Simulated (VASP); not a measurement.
Computed with LDA (Ceperley-Alder, Perdew-Zunger), VASP's LDA PAW potentials (set 64) (plane waves; VASP).

The input files of a VASP run:

File KPOINTS:
```
Automatic mesh
0
Gamma
8 8 8
0 0 0
```

INCAR:
```
! general
SYSTEM =Pt3Ti
PREC   =Accurate
ENCUT  =500
LREAL  =F
LASPH  =T

! electronic loop
EDIFF  =1E-6
NELM   =100
ALGO   =Normal
LMAXMIX=6

! smearing
ISMEAR =1
SIGMA  =0.1

! ions
IBRION =2
NSW    =40
ISIF   =3
EDIFFG =-0.02
PSTRESS=200

! output
LWAVE  =F
LCHARG =F
```

**POSCAR**
```
Pt3Ti
1.0
  3.7988491362   0.0000000000   0.0000000000
  0.0000000000   3.7988491362   0.0000000000
  0.0000000000   0.0000000000   3.7988491362
Ti Pt
1 3
Cartesian
  0.0000000000   0.0000000000   0.0000000000
  0.0000000000   1.8994245681   1.8994245681
  1.8994245681   0.0000000000   1.8994245681
  1.8994245681   1.8994245681   0.0000000000
```

POTCAR, in this order: Ti_sv Pt (LDA.64 set). Program: vasp_std.

Output of the run:

**OSZICAR**
```
       N       E                     dE             d eps       ncg     rms          rms(c)
DAV:   1     0.382396760534E+03    0.38240E+03   -0.20924E+04  1750   0.179E+03
DAV:   2    -0.421158179198E+01   -0.38661E+03   -0.37952E+03  1872   0.458E+02
DAV:   3    -0.364858624388E+02   -0.32274E+02   -0.31369E+02  2560   0.113E+02
DAV:   4    -0.374049544366E+02   -0.91909E+00   -0.91580E+00  2075   0.202E+01
DAV:   5    -0.374327820408E+02   -0.27828E-01   -0.27817E-01  2491   0.343E+00    0.281E+01
DAV:   6    -0.354614791403E+02    0.19713E+01   -0.16275E+01  2479   0.314E+01    0.137E+01
DAV:   7    -0.355117586559E+02   -0.50280E-01   -0.24460E+01  2391   0.321E+01    0.123E+01
DAV:   8    -0.345680968479E+02    0.94366E+00   -0.18295E+00  2298   0.113E+01    0.496E+00
DAV:   9    -0.344940010202E+02    0.74096E-01   -0.23066E+00  2569   0.857E+00    0.280E+00
DAV:  10    -0.344203801148E+02    0.73621E-01   -0.49545E-01  2402   0.496E+00    0.403E-01
DAV:  11    -0.344231094278E+02   -0.27293E-02   -0.93659E-03  2357   0.818E-01    0.540E-01
DAV:  12    -0.344203566542E+02    0.27528E-02   -0.13868E-02  2377   0.783E-01    0.667E-02
DAV:  13    -0.344203497458E+02    0.69084E-05   -0.23310E-04  2206   0.110E-01    0.459E-02
DAV:  14    -0.344203355944E+02    0.14151E-04   -0.27040E-04  2515   0.104E-01    0.238E-02
DAV:  15    -0.344203308483E+02    0.47460E-05   -0.15373E-05  2405   0.291E-02    0.789E-03
DAV:  16    -0.344203302692E+02    0.57917E-06   -0.16819E-06  1551   0.861E-03
   1 F= -.27576873E+02 E0= -.27577445E+02  d E =-.275769E+02
```

**OUTCAR**
```
------------------------ aborting loop because EDIFF is reached ----------------------------------------
  FORCE on cell =-STRESS in cart. coord.  units (eV):
  Direction    XX          YY          ZZ          XY          YZ          ZX
  --------------------------------------------------------------------------------------
  Total        6.8152758      6.8152758      6.8152758      0.0000000      0.0000000      0.0000000
  in kB      199.1763987    199.1763987    199.1763987      0.0000000      0.0000000      0.0000000
  external PRESSURE =      -0.8236013 kB  Pullay stress =     200.0000000 kB
  volume of cell :       54.82
      direct lattice vectors                 reciprocal lattice vectors
     3.798849136  0.000000000  0.000000000     0.263237619  0.000000000  0.000000000
     0.000000000  3.798849136  0.000000000     0.000000000  0.263237619  0.000000000
     0.000000000  0.000000000  3.798849136     0.000000000  0.000000000  0.263237619
 POSITION                                       TOTAL-FORCE (eV/Angst)
 -----------------------------------------------------------------------------------
      0.00000      0.00000      0.00000         0.000000      0.000000      0.000000
      0.00000      1.89942      1.89942         0.000000      0.000000      0.000000
      1.89942      0.00000      1.89942         0.000000      0.000000      0.000000
      1.89942      1.89942      0.00000         0.000000      0.000000      0.000000
 -----------------------------------------------------------------------------------
    total drift:                                0.000000      0.000000      0.000000
  FREE ENERGIE OF THE ION-ELECTRON SYSTEM (eV)
  ---------------------------------------------------
  free  energy   TOTEN  =       -34.4203302692 eV

  energy  without entropy=      -34.4220468961  energy(sigma->0) =      -34.42090248
  enthalpy is  TOTEN    =       -27.5768730998 eV   P V=        6.8434571694

 reached required accuracy - stopping structural energy minimisation
```
(Selected blocks of OUTCAR.)

The compound is Pt3Ti in the L1_2 structure. It was relaxed first under an external pressure of 20 GPa.
